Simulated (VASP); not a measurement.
These are r2SCAN meta-GGA, VASP's PBE PAW potentials (set 64) (plane waves; VASP) values and carry that method's errors.

Input for VASP

**POSCAR**
```
Nb
1
   -1.6500000000     1.6500000000     1.6500000000
    1.6500000000    -1.6500000000     1.6500000000
    1.6500000000     1.6500000000    -1.6500000000
Nb
1
Direct
  0.0000000000   0.0000000000   0.0000000000
```

### INCAR
```
SYSTEM  =  Nb
PREC  =  Accurate; ENCUT  =  480; LREAL  =  F
LASPH  =  T
EDIFF  =  1E-6; NELM  =  100; ALGO  =  Normal
LMAXMIX  =  4; LMIXTAU  =  T
ISMEAR  =  1; SIGMA  =  0.1
METAGGA  =  R2SCAN
IBRION  =  2; NSW  =  60; ISIF  =  3
EDIFFG  =  -0.01
LWAVE  =  F; LCHARG  =  F
```

### KPOINTS
```
Regular mesh
0
gamma
14 14 14
0 0 0
```

POTCAR, in this order: Nb_sv (PBE.64 set). Program: vasp_std.

What VASP printed:

### OSZICAR
```
       N       E                     dE             d eps       ncg     rms          rms(c)
DAV:   1     0.905386038342E+02    0.90539E+02   -0.73283E+03  2096   0.125E+03
DAV:   2    -0.261952492958E+02   -0.11673E+03   -0.11395E+03  2268   0.438E+02
DAV:   3    -0.313172590413E+02   -0.51220E+01   -0.48697E+01  3206   0.764E+01
DAV:   4    -0.315738444367E+02   -0.25659E+00   -0.25048E+00  2840   0.153E+01
DAV:   5    -0.315850044371E+02   -0.11160E-01   -0.11150E-01  3376   0.258E+00    0.106E+01
DAV:   6    -0.240328918199E+02    0.75521E+01   -0.45153E+00  3046   0.312E+01    0.123E+00
DAV:   7    -0.250644966877E+02   -0.10316E+01   -0.32793E-01  2634   0.651E+00    0.119E+00
DAV:   8    -0.244785275588E+02    0.58597E+00   -0.57625E-01  3158   0.100E+01    0.129E+00
DAV:   9    -0.248300890792E+02   -0.35156E+00   -0.35673E-01  2334   0.618E+00    0.602E-01
DAV:  10    -0.248374784027E+02   -0.73893E-02   -0.13720E-02  2902   0.127E+00    0.144E-01
DAV:  11    -0.248366198712E+02    0.85853E-03   -0.63128E-03  2154   0.125E+00    0.109E-01
DAV:  12    -0.248385295345E+02   -0.19097E-02   -0.27568E-03  2140   0.744E-01    0.806E-02
DAV:  13    -0.248388270042E+02   -0.29747E-03   -0.26336E-04  3166   0.216E-01    0.314E-02
DAV:  14    -0.248387933278E+02    0.33676E-04   -0.60728E-05  2676   0.922E-02    0.274E-02
DAV:  15    -0.248388305737E+02   -0.37246E-04   -0.30485E-05  2964   0.784E-02    0.182E-02
DAV:  16    -0.248388242876E+02    0.62861E-05   -0.20979E-05  3242   0.550E-02    0.425E-03
DAV:  17    -0.248388250592E+02   -0.77159E-06   -0.77680E-07  1146   0.154E-02
   1 F= -.24838825E+02 E0= -.24838540E+02  d E =-.248388E+02
       N       E                     dE             d eps       ncg     rms          rms(c)
DAV:   1    -0.248502433378E+02   -0.11419E-01   -0.40783E-01  2424   0.104E+01    0.868E-01
DAV:   2    -0.248387602645E+02    0.11483E-01   -0.29640E-02  3048   0.252E+00    0.269E-01
DAV:   3    -0.248376415744E+02    0.11187E-02   -0.10316E-02  2962   0.123E+00    0.131E-01
DAV:   4    -0.248379873560E+02   -0.34578E-03   -0.92380E-04  2250   0.408E-01    0.720E-02
DAV:   5    -0.248379720690E+02    0.15287E-04   -0.12591E-03  2864   0.413E-01    0.431E-02
DAV:   6    -0.248385293384E+02   -0.55727E-03   -0.47170E-04  2138   0.312E-01    0.133E-02
DAV:   7    -0.248385780427E+02   -0.48704E-04   -0.96667E-05  3018   0.118E-01    0.801E-03
DAV:   8    -0.248385821645E+02   -0.41217E-05   -0.67487E-06  2548   0.367E-02    0.458E-03
DAV:   9    -0.248385791358E+02    0.30286E-05   -0.79648E-07  1246   0.143E-02    0.108E-03
DAV:  10    -0.248385799566E+02   -0.82072E-06   -0.12965E-07  1092   0.651E-03
   2 F= -.24838580E+02 E0= -.24838235E+02  d E =0.245103E-03
       N       E                     dE             d eps       ncg     rms          rms(c)
DAV:   1    -0.248436977276E+02   -0.51186E-02   -0.16615E-01  2424   0.666E+00    0.560E-01
DAV:   2    -0.248389657350E+02    0.47320E-02   -0.11808E-02  3058   0.160E+00    0.171E-01
DAV:   3    -0.248385664923E+02    0.39924E-03   -0.41386E-03  2968   0.787E-01    0.859E-02
DAV:   4    -0.248386333150E+02   -0.66823E-04   -0.39375E-04  2242   0.265E-01    0.465E-02
DAV:   5    -0.248387491632E+02   -0.11585E-03   -0.51252E-04  2848   0.264E-01    0.272E-02
DAV:   6    -0.248388670300E+02   -0.11787E-03   -0.21041E-04  2126   0.208E-01    0.769E-03
DAV:   7    -0.248389391142E+02   -0.72084E-04   -0.48231E-05  2700   0.880E-02    0.401E-03
DAV:   8    -0.248389403659E+02   -0.12516E-05   -0.22158E-06  1804   0.219E-02    0.119E-03
DAV:   9    -0.248389425257E+02   -0.21598E-05   -0.33360E-07  1100   0.862E-03    0.411E-04
DAV:  10    -0.248389417755E+02    0.75021E-06   -0.96390E-08  1080   0.437E-03
   3 F= -.24838942E+02 E0= -.24838633E+02  d E =-.116716E-03
```

**OUTCAR**
```
------------------------ aborting loop because EDIFF is reached ----------------------------------------
  FORCE on cell =-STRESS in cart. coord.  units (eV):
  Direction    XX          YY          ZZ          XY          YZ          ZX
  --------------------------------------------------------------------------------------
  Total        0.0009526      0.0009526      0.0009526     -0.0000000      0.0000000     -0.0000000
  in kB        0.0846393      0.0846393      0.0846393     -0.0000000      0.0000000     -0.0000000
  external PRESSURE =       0.0846393 kB  Pullay stress =       0.0000000 kB
  volume of cell :       18.03
      direct lattice vectors                 reciprocal lattice vectors
    -1.651926665  1.651926665  1.651926665     0.000000000  0.302676875  0.302676875
     1.651926665 -1.651926665  1.651926665     0.302676875  0.000000000  0.302676875
     1.651926665  1.651926665 -1.651926665     0.302676875  0.302676875  0.000000000
 POSITION                                       TOTAL-FORCE (eV/Angst)
 -----------------------------------------------------------------------------------
     -0.00000      0.00000      0.00000         0.000000     -0.000000      0.000000
 -----------------------------------------------------------------------------------
    total drift:                               -0.000000     -0.000000      0.000000
  FREE ENERGIE OF THE ION-ELECTRON SYSTEM (eV)
  ---------------------------------------------------
  free  energy   TOTEN  =       -24.8389417755 eV

  energy  without entropy=      -24.8380161207  energy(sigma->0) =      -24.83863322

 reached required accuracy - stopping structural energy minimisation
```
(Selected blocks of OUTCAR.)

### CONTCAR
```
Nb
   1.00000000000000
    -1.6519266653576883    1.6519266653576883    1.6519266653576883
     1.6519266653576883   -1.6519266653576883    1.6519266653576883
     1.6519266653576883    1.6519266653576883   -1.6519266653576883
  Nb
     1
Direct
     0.0000000000000000    0.0000000000000000    0.0000000000000000
```

The compound is Nb in the bcc structure. This run relaxes it. Symmetry was kept, so distortions that lower it aren't found.
